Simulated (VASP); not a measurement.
Data:

```xyz
4
Lattice="-1.7215 1.7215 5.9006 1.7215 -1.7215 5.9006 1.7215 1.7215 -5.9006" Properties=species:S:1:pos:R:3 pbc="T T T"
Ta     0.0000     0.0000     8.8575
Ta     0.0000     1.7215     0.0067
Ge     0.0000     0.0000     1.9523
Ge     0.0000     1.7215     4.9026
```

Level of theory: PBEsol GGA, VASP's PBE PAW potentials (set 64) (plane waves; VASP). Run with 400 eV cut-off, 14×14×14 Γ-centred mesh, tetrahedra with Blöchl corrections, potentials Ta_pv Ge_d.

The cores are frozen, which limits the accuracy of field gradients.

Question: Give the principal components of the electric field gradient (V/Å²) and the asymmetry η at each nucleus.

Answer: 
```
atom   Vxx   Vyy    Vzz     η
----  ----  ----  -----  ----
Ta1   33.9  25.9  -59.7  0.13
Ta2   33.9  25.9  -59.7  0.13
Ge3   27.8   4.5  -32.3  0.72
Ge4   27.8   4.5  -32.3  0.72
```

The structure was generated: TaGe was put into the NbAs type (I4_1md), which need not be its known phase. It was relaxed first.
